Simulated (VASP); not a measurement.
Computed with PBEsol GGA, VASP's PBE PAW potentials (set 64) (plane waves; VASP).

Input for VASP

### INCAR
```
ALGO  =  Normal
EDIFF  =  1E-6
EDIFFG  =  -0.02
ENCUT  =  520
GGA  =  PS
IBRION  =  2
ISIF  =  3
ISMEAR  =  0
LASPH  =  T
LCHARG  =  F
LMAXMIX  =  6
LREAL  =  F
LWAVE  =  F
NELM  =  100
NSW  =  60
PREC  =  Accurate
SIGMA  =  0.05
SYSTEM  =  Li4WO5
```

### KPOINTS
```
Automatic mesh
0
Gamma
6 6 6
0 0 0
```

**POSCAR**
```
Li4WO5
1
   -3.2704588258     3.2704588410     2.0456139116
    3.2704588258    -3.2704588410     2.0456139116
    3.2704588410     3.2704588258    -2.0456139116
Li W O
4 1 5
Direct
  0.8143983952   0.3980361585   0.2143970116
  0.3980361585   0.1836391469   0.5836377633
  0.1836391469   0.6000013836   0.7856029884
  0.6000013836   0.8143983952   0.4163622367
  0.9606113035   0.9606113035   0.0000000000
  0.2847987329   0.9213982226   0.1860124882
  0.9213982226   0.7353857345   0.6365994898
  0.7353857345   0.0987862447   0.8139875118
  0.0987862447   0.2847987329   0.3634005102
  0.5055346777   0.5055346777   0.0000000000
```

POTCAR, in this order: Li_sv W_sv O (PBE.64 set). Program: vasp_std.

The resulting files:

OSZICAR:
```
       N       E                     dE             d eps       ncg     rms          rms(c)
DAV:   1     0.545556576074E+03    0.54556E+03   -0.29200E+04  2448   0.183E+03
DAV:   2    -0.331010419315E+02   -0.57866E+03   -0.56355E+03  2840   0.510E+02
DAV:   3    -0.796403185027E+02   -0.46539E+02   -0.46396E+02  3542   0.132E+02
DAV:   4    -0.828514007562E+02   -0.32111E+01   -0.32001E+01  3952   0.292E+01
DAV:   5    -0.830634230488E+02   -0.21202E+00   -0.21200E+00  3560   0.513E+00    0.516E+01
DAV:   6    -0.702632844405E+02    0.12800E+02   -0.59710E+01  2746   0.508E+01    0.123E+01
DAV:   7    -0.701277010077E+02    0.13558E+00   -0.59428E+00  2900   0.141E+01    0.119E+01
DAV:   8    -0.700236979406E+02    0.10400E+00   -0.11168E+00  2902   0.802E+00    0.361E+00
DAV:   9    -0.699777766923E+02    0.45921E-01   -0.18852E-01  3024   0.307E+00    0.765E-01
DAV:  10    -0.699771171375E+02    0.65955E-03   -0.31189E-02  3472   0.931E-01    0.223E-01
DAV:  11    -0.699772673639E+02   -0.15023E-03   -0.23579E-03  3150   0.368E-01    0.962E-02
DAV:  12    -0.699772688288E+02   -0.14649E-05   -0.38168E-04  2860   0.140E-01    0.291E-02
DAV:  13    -0.699772754421E+02   -0.66133E-05   -0.62491E-05  3322   0.486E-02    0.992E-03
DAV:  14    -0.699772747495E+02    0.69255E-06   -0.12183E-05  2812   0.237E-02    0.589E-03
DAV:  15    -0.699772745018E+02    0.24766E-06   -0.15771E-06  1848   0.904E-03
   1 F= -.69977275E+02 E0= -.69977275E+02  d E =-.699773E+02
       N       E                     dE             d eps       ncg     rms          rms(c)
DAV:   1    -0.699809890069E+02   -0.37143E-02   -0.20322E-01  2732   0.359E+00    0.826E-01
DAV:   2    -0.699781255858E+02    0.28634E-02   -0.11573E-02  2682   0.761E-01    0.291E-01
DAV:   3    -0.699776091762E+02    0.51641E-03   -0.32871E-03  3064   0.326E-01    0.759E-02
DAV:   4    -0.699775519673E+02    0.57209E-04   -0.34132E-04  3292   0.113E-01    0.580E-02
DAV:   5    -0.699775313976E+02    0.20570E-04   -0.75326E-05  2878   0.526E-02    0.270E-02
DAV:   6    -0.699775249761E+02    0.64215E-05   -0.46237E-05  2982   0.389E-02    0.103E-02
DAV:   7    -0.699775245617E+02    0.41436E-06   -0.28332E-06  2240   0.103E-02
   2 F= -.69977525E+02 E0= -.69977525E+02  d E =-.250060E-03
       N       E                     dE             d eps       ncg     rms          rms(c)
DAV:   1    -0.699782571041E+02   -0.73213E-03   -0.31774E-02  2728   0.142E+00    0.327E-01
DAV:   2    -0.699778055999E+02    0.45150E-03   -0.18032E-03  2676   0.300E-01    0.115E-01
DAV:   3    -0.699777249020E+02    0.80698E-04   -0.50410E-04  3006   0.128E-01    0.298E-02
DAV:   4    -0.699777171191E+02    0.77829E-05   -0.54343E-05  3324   0.452E-02    0.229E-02
DAV:   5    -0.699777156677E+02    0.14514E-05   -0.10983E-05  2758   0.202E-02    0.108E-02
DAV:   6    -0.699777149105E+02    0.75723E-06   -0.71531E-06  2442   0.157E-02
   3 F= -.69977715E+02 E0= -.69977715E+02  d E =-.440409E-03
       N       E                     dE             d eps       ncg     rms          rms(c)
DAV:   1    -0.699787745891E+02   -0.10589E-02   -0.20192E-01  2448   0.329E+00    0.207E-01
DAV:   2    -0.699783544792E+02    0.42011E-03   -0.63482E-03  2734   0.576E-01    0.110E-01
DAV:   3    -0.699782471973E+02    0.10728E-03   -0.82618E-04  3632   0.153E-01    0.615E-02
DAV:   4    -0.699782279012E+02    0.19296E-04   -0.83236E-05  3392   0.631E-02    0.588E-02
DAV:   5    -0.699782200361E+02    0.78651E-05   -0.17963E-05  2890   0.293E-02    0.174E-02
DAV:   6    -0.699782190413E+02    0.99485E-06   -0.73172E-06  2696   0.163E-02
   4 F= -.69978219E+02 E0= -.69978219E+02  d E =-.504131E-03
       N       E                     dE             d eps       ncg     rms          rms(c)
DAV:   1    -0.699785165727E+02   -0.29654E-03   -0.69628E-02  2448   0.193E+00    0.121E-01
DAV:   2    -0.699783720933E+02    0.14448E-03   -0.21876E-03  2742   0.338E-01    0.647E-02
DAV:   3    -0.699783351570E+02    0.36936E-04   -0.28279E-04  3624   0.897E-02    0.366E-02
DAV:   4    -0.699783286349E+02    0.65221E-05   -0.29031E-05  3400   0.370E-02    0.348E-02
DAV:   5    -0.699783256780E+02    0.29569E-05   -0.62049E-06  2802   0.172E-02    0.102E-02
DAV:   6    -0.699783252588E+02    0.41920E-06   -0.24623E-06  2050   0.977E-03
   5 F= -.69978325E+02 E0= -.69978325E+02  d E =-.610348E-03
       N       E                     dE             d eps       ncg     rms          rms(c)
DAV:   1    -0.699783394818E+02   -0.13804E-04   -0.36059E-03  2448   0.440E-01    0.272E-02
DAV:   2    -0.699783324700E+02    0.70118E-05   -0.11358E-04  2750   0.769E-02    0.147E-02
DAV:   3    -0.699783305404E+02    0.19296E-05   -0.13924E-05  2776   0.202E-02    0.824E-03
DAV:   4    -0.699783301813E+02    0.35911E-06   -0.13582E-06  1876   0.994E-03
   6 F= -.69978330E+02 E0= -.69978330E+02  d E =-.615271E-03
       N       E                     dE             d eps       ncg     rms          rms(c)
DAV:   1    -0.699783815806E+02   -0.51040E-04   -0.59070E-02  2448   0.176E+00    0.864E-02
DAV:   2    -0.699784868719E+02   -0.10529E-03   -0.18735E-03  2544   0.282E-01    0.465E-02
DAV:   3    -0.699784692279E+02    0.17644E-04   -0.74362E-05  3346   0.548E-02    0.250E-02
DAV:   4    -0.699784622959E+02    0.69320E-05   -0.20916E-05  2788   0.309E-02    0.620E-03
DAV:   5    -0.699784618021E+02    0.49389E-06   -0.29068E-06  2350   0.128E-02
   7 F= -.69978462E+02 E0= -.69978462E+02  d E =-.131621E-03
```

OUTCAR:
```
------------------------ aborting loop because EDIFF is reached ----------------------------------------
  FORCE on cell =-STRESS in cart. coord.  units (eV):
  Direction    XX          YY          ZZ          XY          YZ          ZX
  --------------------------------------------------------------------------------------
  Total       -0.0064577     -0.0064577     -0.1264995     -0.0000000      0.0000000      0.0000000
  in kB       -0.1176934     -0.1176934     -2.3054938     -0.0000003      0.0000000      0.0000000
  external PRESSURE =      -0.8469602 kB  Pullay stress =       0.0000000 kB
  volume of cell :       87.91
      direct lattice vectors                 reciprocal lattice vectors
    -3.278779655  3.278779671  2.044330015     0.000000000  0.152495761  0.244578907
     3.278779655 -3.278779671  2.044330015     0.152495761 -0.000000000  0.244578907
     3.278779671  3.278779655 -2.044330015     0.152495761  0.152495761  0.000000000
 POSITION                                       TOTAL-FORCE (eV/Angst)
 -----------------------------------------------------------------------------------
     -0.65955      2.06587      2.04291         0.001502     -0.001810      0.004430
      1.21291      2.61923     -0.00142         0.001810      0.001502      0.004430
      3.93833      1.21291     -0.00142        -0.001502      0.001810      0.004430
      2.06587      0.65955      2.04291        -0.001810     -0.001502      0.004430
      0.00000      0.00000      3.93046        -0.000000     -0.000000     -0.016371
      2.69948     -1.47973      2.08221         0.008861      0.006351     -0.000071
      1.47973      2.69948      2.08221        -0.006351      0.008861     -0.000071
      0.57930      4.75851      0.03788        -0.008861     -0.006351     -0.000071
      1.79905      0.57930      0.03788         0.006351     -0.008861     -0.000071
      0.00000      0.00000      2.06730        -0.000000      0.000000     -0.001066
 -----------------------------------------------------------------------------------
    total drift:                               -0.000000      0.000001      0.000692
  FREE ENERGIE OF THE ION-ELECTRON SYSTEM (eV)
  ---------------------------------------------------
  free  energy   TOTEN  =       -69.9784618021 eV

  energy  without entropy=      -69.9784618021  energy(sigma->0) =      -69.97846180

 reached required accuracy - stopping structural energy minimisation
```
(Selected blocks of OUTCAR.)

**CONTCAR**
```
Li4WO5
   1.00000000000000
    -3.2787796550560064    3.2787796712939095    2.0443300154127537
     3.2787796550560064   -3.2787796712939095    2.0443300154127537
     3.2787796712939095    3.2787796550560064   -2.0443300154127537
  Li              W               O
     4     1     5
Direct
     0.8146875064590456    0.3990734255689208    0.2144575353528368
     0.3990734255689208    0.1846158902160839    0.5843859191098751
     0.1846158902160839    0.6002299711062088    0.7855424646471633
     0.6002299711062088    0.8146875064590456    0.4156140808901250
     0.9613079119727642    0.9613079119727642    0.0000000000000000
     0.2836121306117844    0.9209236283033073    0.1860074287806403
     0.9209236283033073    0.7349161996226689    0.6373114977915249
     0.7349161996226689    0.0976047018311440    0.8139925712193598
     0.0976047018311440    0.2836121306117844    0.3626885022084751
     0.5056186344080718    0.5056186344080718    0.0000000000000000
```

The structure comes from a computed database's Li4WO5 entry (I4); how it stands against other phases isn't given here. This run relaxes it. Symmetry was kept, so distortions that lower it aren't found. The start is the result of an earlier pass.
